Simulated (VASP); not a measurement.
# Ru (P6_3/mmc) in VASP: elastic constants with LDA

Aim: the elastic constants of Ru with LDA.

Everything below comes from runs of VASP 6.6.1. Logs are shortened: lines on timing, memory, paths and dates and some standing lists are left out, and cuts for length are marked.

### Step 1. Starting point

It takes space group P6_3/mmc (No. 194, hexagonal). Conventional cell: a = 2.708 Å, b = 2.708 Å, c = 4.268 Å, α = 90.00°, β = 90.00°, γ = 120.00°. Around Ru (site symmetry -6m2) lie 12 Ru at 2.65 to 2.71 Å.

### Step 2. Elastic constants, LDA

The input, POSCAR:

```
Ru
1.0
    2.7078263400      0.0000000000      0.0000000000
   -1.3539131700      2.3450464000      0.0000000000
    0.0000000000      0.0000000000      4.2681017800
Ru
2
Direct
    0.3333333300      0.6666666700      0.2500000000
    0.6666666700      0.3333333300      0.7500000000
```

The input, INCAR.step1:

```
SYSTEM = Ru
PREC     = Accurate       ! precision mode
ENCUT    = 600            ! plane-wave cutoff, eV
EDIFF    = 1E-8           ! SCF threshold, eV
ISMEAR   = 0              ! smearing method
SIGMA    = 0.1            ! smearing width, eV
LREAL    = .FALSE.        ! projectors in reciprocal space
LASPH    = .TRUE.         ! aspherical terms in the spheres
NELM     = 60             ! most SCF steps
ALGO     = Normal         ! electronic algorithm
ISIF     = 3              ! what is computed and relaxed
LWAVE    = .FALSE.        ! write WAVECAR
LCHARG   = .FALSE.        ! write CHGCAR
IBRION   = 2              ! ionic algorithm
NSW      = 40             ! ionic steps
EDIFFG   = -0.002         ! ionic threshold
```

The input, INCAR.step2:

```
SYSTEM = Ru
PREC     = Accurate       ! precision mode
ENCUT    = 600            ! plane-wave cutoff, eV
EDIFF    = 1E-8           ! SCF threshold, eV
ISMEAR   = 0              ! smearing method
SIGMA    = 0.1            ! smearing width, eV
LREAL    = .FALSE.        ! projectors in reciprocal space
LASPH    = .TRUE.         ! aspherical terms in the spheres
NELM     = 60             ! most SCF steps
ALGO     = Normal         ! electronic algorithm
ISIF     = 3              ! what is computed and relaxed
LWAVE    = .FALSE.        ! write WAVECAR
LCHARG   = .FALSE.        ! write CHGCAR
IBRION   = 6              ! ionic algorithm
NFREE    = 2            
POTIM    = 0.015          ! step
NSW      = 1              ! ionic steps
```

The input, KPOINTS:

```
Automatic mesh
0
G
  9 9 4
  0 0 0
```

Potentials or basis: VASP PAW LDA potentials, release 64 (Ru_pv).

Run with:

```
$ cat potpaw_LDA.64/Ru_pv/POTCAR > POTCAR
$ cp INCAR.step1 INCAR
$ mpirun -np 1 vasp_std > vasp.out
$ cp CONTCAR POSCAR
$ cp INCAR.step2 INCAR
$ mpirun -np 1 vasp_std > vasp.out
```

OUTCAR:

```text
SYSTEM = Ru
   PREC = Accurate
   ENCUT = 600
   EDIFF = 1E-8
   ISMEAR = 0
   LREAL = .FALSE.
   LASPH = .TRUE.
   NELM = 60
   ISIF = 3
   IBRION = 6
   NFREE = 2
   POTIM = 0.015
   NSW = 1

 ion  position               nearest neighbor table
   1  0.333  0.667  0.250-   2 2.62   2 2.62   2 2.62   2 2.62   2 2.62   2 2.62
   2  0.667  0.333  0.750-   1 2.62   1 2.62   1 2.62   1 2.62   1 2.62   1 2.62

  LATTYP: Found a hexagonal cell.
 ALAT       =     2.6811149596
 C/A-ratio  =     1.5733971345

  Lattice vectors:

 A1 = (   2.6811149596,   0.0000000000,   0.0000000000)
 A2 = (  -1.3405574798,   2.3219136660,   0.0000000000)
 A3 = (   0.0000000000,   0.0000000000,   4.2184585949)

Analysis of symmetry for initial positions (statically):
=====================================================================
 Subroutine PRICEL returns:
 Original cell was already a primitive cell.

 Routine SETGRP: Setting up the symmetry group for a
 hexagonal supercell.

 Subroutine GETGRP returns: Found 24 space group operations
 (whereof 12 operations were pure point group operations)
 out of a pool of 24 trial point group operations.

The static configuration has the point symmetry D_3d.
 The point group associated with its full space group is D_6h.

Analysis of symmetry for dynamics (positions and initial velocities):
=====================================================================
 Subroutine PRICEL returns:
 Original cell was already a primitive cell.

 Routine SETGRP: Setting up the symmetry group for a
 hexagonal supercell.

 Subroutine GETGRP returns: Found 24 space group operations
 (whereof 12 operations were pure point group operations)
 out of a pool of 24 trial point group operations.

The dynamic configuration has the point symmetry D_3d.
[... 352 lines left out ...]
  band No.  band energies     occupation
      1     -30.3006      2.00000
      2     -29.2235      2.00000
      3     -29.2235      2.00000
      4     -29.0256      2.00000
      5     -29.0256      2.00000
      6     -28.9879      2.00000
[... 481 lines left out ...]
      5     -29.3186      2.00000
      6     -29.3186      2.00000
[... 10 lines left out ...]
     17      21.2038      0.00000
     18      21.2038      0.00000

 [... further k-points ...]
[... 5 lines left out ...]
  --------------------------------------------------------------------------------------
  -------------------------------------------------------------------------------------
  Total        0.0049899      0.0049899      0.0080517      0.0000000     -0.0000000      0.0000000
  in kB        0.3044305      0.3044305      0.4912304      0.0000000     -0.0000000      0.0000000
  external PRESSURE =       0.3666971 kB  Pullay stress =       0.0000000 kB
[... 17 lines left out ...]
  FREE ENERGIE OF THE ION-ELECTRON SYSTEM (eV)
  ---------------------------------------------------
  free  energy   TOTEN  =       -21.3822124103 eV

  energy  without entropy=      -21.3718063696  energy(sigma->0) =      -21.37700939

 INTERNAL STRAIN TENSORS FROM STRAINED CELLS
 ============================================

 INTERNAL STRAIN TENSOR FOR ION    1 for displacements in x,y,z  (eV/Angst):
          X           Y           Z          XY          YZ          ZX
  --------------------------------------------------------------------------------
  x     0.00000     0.00000     0.00000     0.50077     0.00000    -0.00000
  y     0.48332    -0.44258    -0.00000     0.00024     0.00019     0.00006
  z     0.00000     0.00000     0.00000     0.00000    -0.00587     0.00000

 INTERNAL STRAIN TENSORS FROM DISPLACED ATOMS
 ============================================

 INTERNAL STRAIN TENSOR FOR ION    1 for displacements in x,y,z  (eV/Angst):
          X           Y           Z          XY          YZ          ZX
  --------------------------------------------------------------------------------
  x     0.00000     0.00000     0.00000     0.48883     0.00000     0.00000
  y     0.48883    -0.48883     0.00000     0.00000     0.00000     0.00000
  z     0.00000    -0.00000     0.00000     0.00000     0.00000     0.00000

 INTERNAL STRAIN TENSOR FOR ION    2 for displacements in x,y,z  (eV/Angst):
          X           Y           Z          XY          YZ          ZX
  --------------------------------------------------------------------------------
  x     0.00000     0.00000     0.00000    -0.48883     0.00000     0.00000
  y    -0.48883     0.48883    -0.00000     0.00000     0.00000     0.00000
  z    -0.00000     0.00000     0.00000     0.00000     0.00000     0.00000

 Eigenvectors and eigenvalues of the dynamical matrix
 ----------------------------------------------------

   1 f  =    7.911620 THz    49.710173 2PiTHz  263.903230 cm-1    32.719816 meV
             X         Y         Z           dx          dy          dz
     -0.000000  1.547942  1.054615     0.000000    0.000000   -0.707107
      1.340557  0.773971  3.163844    -0.000000    0.000000    0.707107
[... 16 lines left out ...]
   5 f  =    0.000000 THz     0.000000 2PiTHz    0.000000 cm-1     0.000000 meV
             X         Y         Z           dx          dy          dz
     -0.000000  1.547942  1.054615    -0.000000    0.000000    0.707107
      1.340557  0.773971  3.163844     0.000000    0.000000    0.707107

   6 f/i=    0.000000 THz     0.000000 2PiTHz    0.000000 cm-1     0.000000 meV
             X         Y         Z           dx          dy          dz
     -0.000000  1.547942  1.054615     0.707107   -0.000000    0.000000
      1.340557  0.773971  3.163844     0.707107    0.000000    0.000000

--------------------------------------------------------------------------------------------------------

 ELASTIC MODULI CONTR FROM IONIC RELAXATION (kBar)
 Direction    XX          YY          ZZ          XY          YZ          ZX
 --------------------------------------------------------------------------------
 XX          -2.1335      2.1335     -0.0000      0.0000      0.0000      0.0000
 YY           2.1335     -2.1335      0.0000     -0.0000      0.0000      0.0000
 ZZ          -0.0000      0.0000     -0.0000      0.0000      0.0000      0.0000
 XY           0.0000     -0.0000      0.0000     -2.1335      0.0000      0.0000
 YZ           0.0000      0.0000      0.0000      0.0000      0.0000      0.0000
 ZX           0.0000      0.0000      0.0000      0.0000      0.0000      0.0000
 --------------------------------------------------------------------------------

 TOTAL ELASTIC MODULI (kBar)
 Direction    XX          YY          ZZ          XY          YZ          ZX
 --------------------------------------------------------------------------------
 XX        6653.7376   1992.1829   2137.7225      0.0000     -0.0000     -0.0000
 YY        1992.1829   6653.7376   2137.7225     -0.0000      0.0000     -0.0000
 ZZ        2137.7225   2137.7225   7313.3158      0.0000      0.0000      0.0000
 XY           0.0000     -0.0000      0.0000   2330.7773     -0.0000     -0.0000
 YZ          -0.0000      0.0000      0.0000     -0.0000   2208.4156      0.0000
 ZX           0.0000     -0.0000      0.0000     -0.0000      0.0000   2208.4156
 --------------------------------------------------------------------------------
```

OUTCAR.step1:

```text
SYSTEM = Ru
   PREC = Accurate
   ENCUT = 600
   EDIFF = 1E-8
   ISMEAR = 0
   LREAL = .FALSE.
   LASPH = .TRUE.
   NELM = 60
[... 909 lines left out ...]
  -------------------------------------------------------------------------------------
  Total        0.0005379      0.0005379      0.0009193      0.0000000      0.0000000     -0.0000000
  in kB        0.0328185      0.0328185      0.0560865      0.0000000      0.0000000     -0.0000000
  external PRESSURE =       0.0405745 kB  Pullay stress =       0.0000000 kB
[... 17 lines left out ...]
  FREE ENERGIE OF THE ION-ELECTRON SYSTEM (eV)
  ---------------------------------------------------
  free  energy   TOTEN  =       -21.3845693519 eV

  energy  without entropy=      -21.3741721716  energy(sigma->0) =      -21.37937076

 reached required accuracy - stopping structural energy minimisation
```

Run time: 3.7 min. Hardware: 1 thread of Intel Xeon 6975P-C (Granite Rapids), shared host; peak memory 0.24 GiB.

What came out:

| Item | Value |
| --- | --- |
| Relaxed volume | 13.13 Å³/atom |
| Relaxed cell | a = 2.681 Å, b = 2.681 Å, c = 4.218 Å, α = 90.00°, β = 90.00°, γ = 120.00° |
| Space group after relaxing (to 0.05 Å) | P6_3/mmc (No. 194) |
| Voigt bulk modulus | 368 GPa |
| Highest phonon frequency at Γ | 264 cm⁻¹ |

The path:
| step | energy change (eV) | largest force (eV/Å) | pressure (GPa) | volume (Å³) |
| --- | --- | --- | --- | --- |
| 1 | 0.0000 | 0.0000 | -10.77 | 27.10 |
| 2 | 0.3278 | 0.0000 | 48.81 | 23.68 |
| 3 | -0.0292 | 0.0000 | -0.51 | 26.30 |
| 4 | -0.0293 | 0.0000 | -0.06 | 26.27 |
| 5 | -0.0293 | 0.0000 | 0.16 | 26.25 |
| 6 | -0.0292 | 0.0000 | -0.44 | 26.29 |
| 7 | -0.0293 | 0.0000 | -0.02 | 26.26 |
| 8 | -0.0293 | 0.0000 | -0.01 | 26.26 |
| 9 | -0.0293 | 0.0000 | -0.01 | 26.26 |
| 10 | -0.0293 | 0.0000 | 0.01 | 26.26 |
| 11 | -0.0293 | 0.0000 | 0.00 | 26.26 |

Final structure:
```
CELL_PARAMETERS angstrom
2.68111 0.00000 0.00000
-1.34056 2.32191 0.00000
0.00000 0.00000 4.21846
ATOMIC_POSITIONS crystal
Ru 0.33333 0.66667 0.25000
Ru 0.66667 0.33333 0.75000
```

Phonon frequencies in cm⁻¹ (negative: imaginary):
```tsv
q point	frequencies
(0.000, 0.000, 0.000)	0 0 0 192 192 264
```

Elastic tensor in Voigt notation (GPa, in the Cartesian axes of the cell as first typed):
```
665 199 214   0   0   0
199 665 214   0   0   0
214 214 731   0   0   0
  0   0   0 221   0   0
  0   0   0   0 221   0
  0   0   0   0   0 233
```

Clamped-ion elastic tensor (GPa):
```
666 199 214   0   0   0
199 666 214   0   0   0
214 214 731   0   0   0
  0   0   0 221   0   0
  0   0   0   0 221   0
  0   0   0   0   0 233
```

Caveat: the k mesh is coarse (spacing up to 0.37 Å⁻¹), so the values aren't converged.
